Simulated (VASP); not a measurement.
Output of a VASP run:

### OUTCAR
```
 ion  position               nearest neighbor table
   1  0.333  0.333  0.333-   8 2.68   6 2.68   7 2.68   4 2.68   5 2.68   3 2.68
   2  0.667  0.667  0.667-   5 2.68   3 2.68   4 2.68   7 2.68   8 2.68   6 2.68
   3  0.088  0.755  0.421-   2 2.68   1 2.68   6 3.56   8 3.56   7 3.56
   4  0.421  0.088  0.755-   2 2.68   1 2.68   7 3.56   6 3.56   8 3.56
   5  0.755  0.421  0.088-   2 2.68   1 2.68   8 3.56   6 3.56   7 3.56
   6  0.912  0.245  0.579-   1 2.68   2 2.68   3 3.56   5 3.56   4 3.56
   7  0.579  0.912  0.245-   1 2.68   2 2.68   4 3.56   3 3.56   5 3.56
   8  0.245  0.579  0.912-   1 2.68   2 2.68   5 3.56   3 3.56   4 3.56
  LATTYP: Found a trigonal (rhomboedric) cell.
 ALAT       =     7.0635522807
 COS(alpha) =     0.5759563797
 Subroutine PRICEL returns:
 Original cell was already a primitive cell.
 Subroutine GETGRP returns: Found  6 space group operations
The static configuration has the point symmetry S_6 .
The dynamic configuration has the point symmetry S_6 .
The overall configuration has the point symmetry S_6 .
 Subroutine INISYM returns: Found  6 space group operations
 Subroutine IBZKPT returns following result:
 Found     23 irreducible k-points:

 Following reciprocal coordinates:
            Coordinates               Weight
  0.000000  0.000000  0.000000      1.000000
  0.200000  0.000000 -0.000000      6.000000
  0.400000 -0.000000  0.000000      6.000000
  0.200000  0.200000 -0.000000      6.000000
  0.400000  0.200000  0.000000      6.000000
 -0.400000  0.000000 -0.200000      6.000000
 -0.400000  0.200000  0.000000      6.000000
  0.400000 -0.000000 -0.200000      6.000000
 -0.200000  0.200000  0.000000      6.000000
  0.400000  0.400000  0.000000      6.000000
 -0.400000  0.400000  0.000000      6.000000
  0.200000  0.200000  0.200000      2.000000
  0.400000  0.200000  0.200000      6.000000
 -0.400000  0.200000  0.200000      6.000000
 -0.200000  0.200000  0.200000      6.000000
  0.400000  0.400000  0.200000      6.000000
 -0.400000  0.400000  0.200000      6.000000
  0.400000 -0.200000 -0.400000      6.000000
 -0.200000  0.400000  0.200000      6.000000
  0.200000 -0.200000 -0.400000      6.000000
 -0.400000 -0.400000  0.200000      6.000000
  0.400000  0.400000  0.400000      2.000000
 -0.400000  0.400000  0.400000      6.000000
   k-points           NKPTS =     23   k-points in BZ     NKDIM =     23   number of bands    NBANDS=     42
   number of dos      NEDOS =    301   number of ions     NIONS =      8
   total plane-waves  NPLWV =  64000
   dimension x,y,z NGX =    40 NGY =   40 NGZ =   40
   dimension x,y,z NGXF=    80 NGYF=   80 NGZF=   80
   ions per type =               2   6
   PREC   = accura    normal or accurate (medium, high low for compatibility)
   ISTART =      0    job   : 0-new  1-cont  2-samecut
   ICHARG =      2    charge: 1-file 2-atom 10-const
   ISPIN  =      2    spin polarized calculation?
   LNONCOLLINEAR =      F non collinear calculations
   LSORBIT =      F    spin-orbit coupling
   INIWAV =      1    electr: 0-lowe 1-rand  2-diag
   ENCUT  =  300.0 eV  22.05 Ry    4.70 a.u.   9.98  9.98  9.98*2*pi/ulx,y,z
   NELM   =    100;   NELMIN=  2; NELMDL= -5     # of ELM steps
   EDIFF  = 0.1E-05   stopping-criterion for ELM
   LREAL  =      F    real-space projection
   NLSPLINE    = F    spline interpolate recip. space projectors
   LMAXMIX     =    4 max onsite mixed and CHGCAR
   VOSKOWN=      0    Vosko Wilk Nusair interpolation
   EDIFFG = 0.1E-04   stopping-criterion for IOM
   NSW    =      0    number of steps for IOM
   NBLOCK =      1;   KBLOCK =      1    inner block; outer block
   IBRION =     -1    ionic relax: 0-MD 1-quasi-New 2-CG
   NFREE  =      0    steps in history (QN), initial steepest desc. (CG)
   ISIF   =      2    stress and relaxation
   ISYM   =      2    0-nonsym 1-usesym 2-fastsym
   TEIN   =    0.0    initial temperature
   TEBEG  =    0.0;   TEEND  =   0.0 temperature during run
   SMASS  =  -3.00    Nose mass-parameter (am)
   PSTRESS=    0.0 pullay stress
   NELECT =      66.0000    total number of electrons
   EFERMI =   0.00;   METHOD = LEGACY
...
```

**OSZICAR**
```
       N       E                     dE             d eps       ncg     rms          rms(c)
DAV:   1     0.398449418244E+03    0.39845E+03   -0.23739E+04  4584   0.925E+02
DAV:   2     0.193430159859E+01   -0.39652E+03   -0.38098E+03  4704   0.262E+02
DAV:   3    -0.309114408269E+02   -0.32846E+02   -0.32315E+02  4578   0.741E+01
DAV:   4    -0.318146134085E+02   -0.90317E+00   -0.90154E+00  4574   0.128E+01
DAV:   5    -0.318404344068E+02   -0.25821E-01   -0.25816E-01  5016   0.221E+00    0.183E+01
DAV:   6    -0.333663090155E+02   -0.15259E+01   -0.29376E+01  4502   0.415E+01    0.239E+01
DAV:   7    -0.301495693844E+02    0.32167E+01   -0.17115E+01  4448   0.431E+01    0.924E+00
DAV:   8    -0.302013807929E+02   -0.51811E-01   -0.21695E+00  4014   0.751E+00    0.426E+00
DAV:   9    -0.302004449039E+02    0.93589E-03   -0.26908E-01  4760   0.384E+00    0.202E+00
DAV:  10    -0.302030303647E+02   -0.25855E-02   -0.44633E-02  4102   0.143E+00    0.120E+00
DAV:  11    -0.302037874147E+02   -0.75705E-03   -0.98044E-03  4294   0.645E-01    0.563E-01
DAV:  12    -0.302042891732E+02   -0.50176E-03   -0.82759E-04  4610   0.171E-01    0.365E-01
DAV:  13    -0.302043489538E+02   -0.59781E-04   -0.89790E-05  4768   0.461E-02    0.223E-01
DAV:  14    -0.302043626868E+02   -0.13733E-04   -0.10943E-04  4100   0.457E-02    0.400E-02
DAV:  15    -0.302043561283E+02    0.65585E-05   -0.25563E-05  4490   0.384E-02    0.141E-02
DAV:  16    -0.302043574002E+02   -0.12719E-05   -0.41284E-06  3236   0.101E-02    0.538E-03
DAV:  17    -0.302043579676E+02   -0.56738E-06   -0.50153E-07  2142   0.347E-03
   1 F= -.30204358E+02 E0= -.30198457E+02  d E =-.118015E-01  mag=     6.0023
```

OUTCAR:
```
------------------------ aborting loop because EDIFF is reached ----------------------------------------
  FORCE on cell =-STRESS in cart. coord.  units (eV):
  Direction    XX          YY          ZZ          XY          YZ          ZX
  --------------------------------------------------------------------------------------
  Total        9.8491782      9.8491747      9.1846313     -0.0000004      0.0000005      0.0000000
  in kB       71.9810706     71.9810445     67.1243404     -0.0000026      0.0000037      0.0000000
  external PRESSURE =      70.3621518 kB  Pullay stress =       0.0000000 kB
  volume of cell :      219.23
      direct lattice vectors                 reciprocal lattice vectors
     3.252471000  1.877815000  5.982392000     0.153729272  0.088755653  0.055719068
    -3.252471000  1.877815000  5.982392000    -0.153729272  0.088755653  0.055719068
     0.000000000 -3.755629000  5.982392000     0.000000000 -0.177511306  0.055719082
 POSITION                                       TOTAL-FORCE (eV/Angst)
 -----------------------------------------------------------------------------------
      0.00000      0.00000      5.98233         0.000000      0.000000      0.012774
      0.00000      0.00000     11.96484         0.000000     -0.000000     -0.012774
     -2.16940      0.00188      7.56174         0.000062     -0.149884     -0.514165
      1.08307     -1.87969      7.56174         0.129772      0.074995     -0.514165
      1.08633      1.87782      7.56174        -0.129834      0.074888     -0.514165
      2.16940     -0.00188     10.38543        -0.000062      0.149884      0.514165
     -1.08307      1.87969     10.38543        -0.129772     -0.074995      0.514165
     -1.08633     -1.87781     10.38543         0.129834     -0.074888      0.514165
 -----------------------------------------------------------------------------------
    total drift:                               -0.000000     -0.000000      0.000000
  FREE ENERGIE OF THE ION-ELECTRON SYSTEM (eV)
  ---------------------------------------------------
  free  energy   TOTEN  =       -30.2043579676 eV

  energy  without entropy=      -30.1925564686  energy(sigma->0) =      -30.19845722

 total charge

# of ion       s       p       d       tot
------------------------------------------
    1        0.256   6.236   4.100  10.593
    2        0.256   6.236   4.100  10.593
    3        1.522   2.775   0.037   4.334
    4        1.522   2.775   0.037   4.334
    5        1.522   2.775   0.037   4.334
    6        1.522   2.775   0.037   4.334
    7        1.522   2.775   0.037   4.334
    8        1.522   2.775   0.037   4.334
--------------------------------------------------
tot          9.645  29.120   8.422  47.187

 magnetization (x)

# of ion       s       p       d       tot
------------------------------------------
    1        0.035   0.033   2.876   2.944
    2        0.035   0.033   2.876   2.944
    3        0.000  -0.056   0.006  -0.050
    4        0.000  -0.056   0.006  -0.050
    5        0.000  -0.056   0.006  -0.050
    6        0.000  -0.056   0.006  -0.050
    7        0.000  -0.056   0.006  -0.050
    8        0.000  -0.056   0.006  -0.050
--------------------------------------------------
tot          0.070  -0.269   5.786   5.587
```
(Selected blocks of OUTCAR.)

File POSCAR:
```
CrI3
1
    3.2524710000     1.8778150000     5.9823920000
   -3.2524710000     1.8778150000     5.9823920000
    0.0000000000    -3.7556290000     5.9823920000
Cr I
2 6
Direct
  0.3333300000   0.3333300000   0.3333300000
  0.6666700000   0.6666700000   0.6666700000
  0.0880000000   0.7550000000   0.4210000000
  0.4210000000   0.0880000000   0.7550000000
  0.7550000000   0.4210000000   0.0880000000
  0.9120000000   0.2450000000   0.5790000000
  0.5790000000   0.9120000000   0.2450000000
  0.2450000000   0.5790000000   0.9120000000
```

Problem. Reconstruct the remaining input files.

Solution. One answer among several that fit: the input of the run itself, PBE GGA, plane waves, VASP's PBE PAW potentials (set 64).

**INCAR**
```
SYSTEM = CrI3
PREC = Accurate
ENCUT = 300
EDIFF = 1E-6
NELM = 100
ALGO = Normal
LREAL = .FALSE.
LASPH = .TRUE.
ISMEAR = -1
SIGMA = 0.1
GGA = PE
LMAXMIX = 4
LWAVE = .FALSE.
LCHARG = .FALSE.
ISIF = 2
ISPIN = 2
MAGMOM = 3.0 3.0 0.0 0.0 0.0 0.0 0.0 0.0
LORBIT = 11
```

**KPOINTS**
```
Automatic
0
Gamma
 5 5 5
```

POTCAR, in this order: Cr_pv I (PBE.64 set). Program: vasp_std.

At this cut-off the stress carries a Pulay error, which pulls relaxed volumes low. The moments were started parallel, and other spin orders were not tried in this run.

The structure was generated: CrI3 was put into an ordered model structure, which need not be its known phase. The cell was not relaxed at this level.
